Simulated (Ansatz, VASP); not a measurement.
# MnPt2: VASP beside Ansatz

INCAR

```
PREC = Accurate ; ENCUT = 520
EDIFF = 1E-7 ; ISMEAR = -1
SIGMA = 0.05 ; LREAL = False
LASPH = True ; NELM = 150
ALGO = Normal ; ISIF = 2
LWAVE = False ; LCHARG = False
ISPIN = 2 ; MAGMOM = 0 0 4
LORBIT = 11 ; LMAXMIX = 4
GGA = PE ; NBANDS = 28
```

Contents of KPOINTS:

```
regular mesh
0
Gamma
  11 11 4
```

File POSCAR:

```
MnPt2
1.0
    2.9144658307      0.0000000000      0.0000000000
   -1.4572329154      2.5240014479      0.0000000000
    0.0000000000      0.0000000000      6.6606248409
Pt Mn
2 1
Direct
    0.6666666667      0.3333333333      0.3162060000
    0.3333333333      0.6666666667      0.6837940000
    0.0000000000      0.0000000000      0.0000000000
```

Contents of input.yaml:

```yaml
crystal:
  lattice:
    - [2.9144658307, 0.0, 0.0]
    - [-1.4572329154, 2.5240014479, 0.0]
    - [0.0, 0.0, 6.6606248409]
  atoms:
    - { symbol: Pt, position: [0.6666666667, 0.3333333333, 0.316206] }
    - { symbol: Pt, position: [0.3333333333, 0.6666666667, 0.683794] }
    - { symbol: Mn, position: [0.0, 0.0, 0.0], spin: 4.0 }
hamiltonian:
  xc: pbe
  pseudopotentials: { kind: paw }
magnetization:
  spin_polarized: true
kpoints:
  mp_grid: { grid: [11, 11, 4] }
scf:
  occupations: { method: fermi_dirac, width: 0.05 }
output:
  forces: true
  stress: true
  eigenvalues: true
```

Change from the starting cell: volume scaled by 1.06.

Alike in both runs: task single point; functional PBE; k mesh 11 × 11 × 4; occupations fermi-dirac, width 0.05 eV; collinear spin, ferromagnetic start.

```csv
,VASP,Ansatz
version,VASP 6.6.1,Ansatz 0.2.0
potentials or method,"VASP PAW PBE potentials, release 64 (Pt, Mn_pv)",Ansatz PAW
plane-wave cutoff (eV),520,420
valence electrons in the cell,33,51
```

Ansatz gave:

```
gap on the k mesh at the Fermi level (eV)                     : none
pressure (GPa)                                                : -9.6
largest component of the traceless stress (GPa)               : 0.68
rms of the force components (eV/Å)                            : 0.045
net moment per atom (μB)                                      : 1.56
size of the moment on the site where the two differ most (μB) : 0.32
```

Estimate VASP's values.

gap on the k mesh at the Fermi level (eV): none; pressure (GPa): -9.8; largest component of the traceless stress (GPa): 0.75; rms of the force components (eV/Å): 0.042; net moment per atom (μB): 1.56; size of the moment on the site where the two differ most (μB): 0.31.

Site moments also hang on the region over which each program counts them. Atom by atom the forces differ by 0.003 eV/Å (rms over components). A gap of «none» marks a metal or a gap that the smearing closes. The two sets of potentials don't hold the same shells in valence.

The runs have no spin-orbit coupling, so splittings on Pt are missing.
